## Which functional should set the lattice of a TaN barrier?

Before a tantalum nitride barrier can be modelled against copper, somebody has to choose the functional that sets the nitride's lattice. The same person must decide whether a cell relaxed with one functional may be reused with another. Across the six functionals tried here, the longest cell edge exceeds the shortest by 2.0 %. In an interface model, where one lattice is held to another, a mismatch of that size would look like a real strain although it comes from the method.

Rocksalt TaN, cell and atoms relaxed with VASP 6.6.1 (plane-wave DFT, PAW potentials) without spin polarisation, spin–orbit coupling or a dispersion correction. All runs use a 600 eV cutoff, a 16 × 16 × 16 k mesh and first-order Methfessel–Paxton smearing of 0.2 eV. Volume changes are relative to the common start cell; a is the primitive-cell edge.

| functional | potentials | volume change (%) | relaxed length a (Å) |
| --- | --- | --- | --- |
| LDA | VASP-PAW-LDA-potentials,-recommended | -2.960 | 3.080 |
| PBE | VASP-PAW-PBE-potentials,-recommended | 1.400 | 3.126 |
| PBEsol | VASP-PAW-PBE-potentials,-recommended | -1.390 | 3.097 |
| RPBE | VASP-PAW-PBE-potentials,-recommended | 2.850 | 3.141 |
| r2SCAN | VASP-PAW-PBE-potentials,-recommended | 0.310 | 3.115 |
| SCAN | VASP-PAW-PBE-potentials,-recommended | -0.950 | 3.101 |

The volume change is counted from one common start cell, whose origin is not known. The small change with r2SCAN is therefore no sign of accuracy. The relaxed lengths are edges of the primitive cell; multiplied by $\sqrt{2}$ they give the usual cubic edge, so PBE has $3.126\sqrt{2} = 4.421$ Å. Each row is the same cubic metal, computed without spin polarisation, and no change of structure hides behind the trend.

### First idea: a higher rung gives a larger cell

Functionals are often arranged on a ladder. LDA uses only the electron density, the GGAs (PBE, PBEsol, RPBE) add its gradient, and the meta-GGAs (SCAN, r2SCAN) add the kinetic-energy density. Going from LDA to PBE expands the crystal from −2.96 % to +1.40 %, which makes it tempting to say that each added ingredient loosens the lattice.

The rest of the table refutes this. The three GGAs stand on one rung, yet their volumes spread over 4.24 percentage points, nearly three quarters of the whole range. Both meta-GGAs, one rung higher, fall between PBEsol and PBE. What matters is how a functional uses the gradient, more than whether it has one.

The same comparison limits the part played by the potentials. LDA was run with potentials made for LDA, while the other five rows share the PBE set. Since most of the spread appears among rows with the same potentials, the change of potentials cannot be its main source, though it may shift the LDA row by an amount not tested here. Nor was it tested how far the PBE potentials shift the rows of the other four functionals that borrow them.

### Second idea: some functionals make a softer crystal

A process engineer might suspect the stiffness: perhaps RPBE gives a looser crystal that swells more easily. But stiffness alone only sets how steeply the energy rises on either side of its minimum. To move the minimum itself, a functional must add a push, outwards or inwards.

Both quantities can be estimated from the energies of the start cell and the relaxed cell, if a parabola is drawn through them with its minimum at the relaxed volume. The stiffness comes out between about 330 and 360 GPa, a difference of 8 %. The true difference is expected to be larger. A crystal resists squeezing more than stretching, and the start cell is a stretched crystal for LDA but a squeezed one for RPBE, so the parabola makes LDA look too soft and RPBE too stiff. The push at the common start cell, in contrast, even changes sign: it runs from about 11 GPa inwards for LDA to 9 GPa outwards for RPBE. These are rough values, but they show that the functionals disagree chiefly about the pressure in a given cell.

That answers the question about reusing a cell. An RPBE cell placed in an LDA calculation starts under a tension of the order of 20 GPa, which has nothing to do with the barrier or the copper. The nitride should be relaxed with the functional that will be used for the interface.

### Third idea: exchange rewards an uneven density

What produces the push? In a GGA, the local exchange energy is multiplied by an enhancement factor $F(s)$. The reduced gradient $s$ measures how quickly the density varies compared with the local electron wavelength. When the crystal expands, the atoms keep their shape while the density between them thins out, so $s$ tends to rise there. If $F$ climbs with $s$, exchange loses less strength on expansion than it would with a flat $F$, and this acts as an outward push; the steeper the climb, the stronger the push.

PBE and RPBE make the cleanest comparison. They share the same gradient correlation, and their exchange factors have the same curvature at small $s$ and the same upper limit. They differ in the path between:

$$F_{\rm PBE}=1+\kappa-\frac{\kappa}{1+\mu s^2/\kappa},\qquad F_{\rm RPBE}=1+\kappa\left(1-e^{-\mu s^2/\kappa}\right)$$

Here $\mu\approx0.22$ sets the initial curvature and $\kappa\approx0.80$ the upper limit. If the initial curvature decided the volume, these two rows would agree. RPBE is larger by 1.45 percentage points, so the form of exchange at moderate gradients must matter.

The model takes the change in volume to be proportional to the change in the slope of $F$. Apart from a common factor $2s$, the slopes are $\mu/(1+\mu s^2/\kappa)^2$ for PBE and $\mu e^{-\mu s^2/\kappa}$ for RPBE. PBEsol has the PBE form with a smaller $\mu$ of $10/81$. At $s=1$, a plausible value for the region between atoms but not one taken from the calculation, this gives

$$\text{PBEsol: } \frac{10/81}{(1+0.15)^2}\approx0.093,\quad \text{PBE: } \frac{0.22}{(1+0.275)^2}\approx0.135,\quad \text{RPBE: } 0.22\,e^{-0.275}\approx0.167$$

The computed step from PBEsol to PBE, 2.79 percentage points, supplies the scale. The step from PBE to RPBE should then be

$$2.79\times\frac{0.167-0.135}{0.135-0.093}\approx2.1$$

percentage points, which puts RPBE at about +3.5 %. With $s=0.5$ the same calculation gives +1.9 %. The table has +2.85 %, between the two.

This is a modest success. The RPBE row was not used to set the scale, and the model puts it on the correct side of PBE for any $s$ up to about 2. The size of the step, however, depends strongly on the $s$ chosen. The scale itself is not pure exchange either, because PBEsol also has a weaker gradient correlation than PBE. In addition, the PBE run missed one of two states of equal energy just above the Fermi level at the centre of the Brillouin zone, where the smearing partly fills them. That point is one of thousands in the full mesh, so the volume should hardly change, but this was not checked. The printed output below gives both choices of $s$.

### Where the picture breaks: LDA

LDA is the harder test. It has no gradient dependence, so its $F$ is flat and its exchange slope is zero. With the scale set as before, the model places LDA between −5.5 % and −7.4 %, while the table has −2.96 %. The direction is right, but the predicted step from LDA to PBEsol is 2.6 to 3.9 times the computed one.

The model leaves out gradient correlation, which may explain part of the misfit. Gradient correlation works against gradient exchange: it makes the correlation energy less negative where the density is uneven, and so pulls the crystal inwards. LDA has none of it, while PBEsol already has more than half of PBE's strength. More of this inward pull is therefore added between LDA and PBEsol than between PBEsol and PBE, the step that set the scale, and this can make the first step smaller than the model predicts. A second inward pull arises because exchange weakens as the density thins, and a larger $F$ magnifies that loss. It acts in both steps, so the scale already contains part of it, and it need not reduce the misfit. This is an argument from theory; the calculation does not separate the parts, and the different LDA potentials may contribute too.

The meta-GGAs lie outside the model, because their exchange depends on the kinetic-energy density as well as on $s$. This lets them treat a bond and a metallic region differently at the same gradient. It explains why no single curve $F(s)$ can place them, but not why r2SCAN gives a volume 1.26 percentage points above SCAN. That difference remains open.

For a related nitride, the model suggests that the GGAs will be ordered by how steeply their exchange rises at moderate gradients, with LDA below them; one compound and three GGAs do not prove this. The push must then be divided by the stiffness, so a softer crystal would show a wider spread for the same disagreement in pressure. Which functional comes closest to a real film is another matter: the table holds no measured lattice, rocksalt is not the most stable structure of TaN, and real films often contain vacancies that this perfect cell lacks.

The analysis program printed:

```
Cell edge and parabola estimates:
     row  conventional edge (angstrom)  energy gained on relaxing (meV)  rough stiffness (GPa)  outward push at start cell (GPa)
     LDA                         4.356                            21.42                  356.9                            -10.89
     PBE                         4.421                             4.25                  331.6                             4.573
  PBEsol                          4.38                             4.62                  356.7                            -5.015
    RPBE                         4.442                             17.4                  331.3                             9.183
  r2SCAN                         4.405                             0.22                  342.9                             1.064
    SCAN                         4.385                             2.19                  358.7                            -3.454
Volume spread over all six functionals (percentage points): 5.81
Volume spread over the three GGAs, same potentials (percentage points): 4.24
GGA spread as share of the full spread (%): 72.98
Longest edge over shortest edge, excess (%): 1.981
PBEsol minus LDA (percentage points): 1.57
PBE minus PBEsol (percentage points): 2.79
RPBE minus PBE (percentage points): 1.45
r2SCAN minus SCAN (percentage points): 1.26
Mean of meta-GGAs minus mean of GGAs (percentage points): -1.273
Largest stiffness over smallest, excess (%): 8.262
Spread of the push at the start cell (GPa): 20.07
RPBE volume change predicted from exchange slope at s of 0.5 (%): 1.856
RPBE volume change predicted from exchange slope at s of 1 (%): 3.477
LDA volume change predicted from exchange slope at s of 0.5 (%): -5.476
LDA volume change predicted from exchange slope at s of 1 (%): -7.447
Predicted over computed step from LDA to PBEsol, s of 0.5 (ratio): 2.603
Predicted over computed step from LDA to PBEsol, s of 1 (ratio): 3.858
```
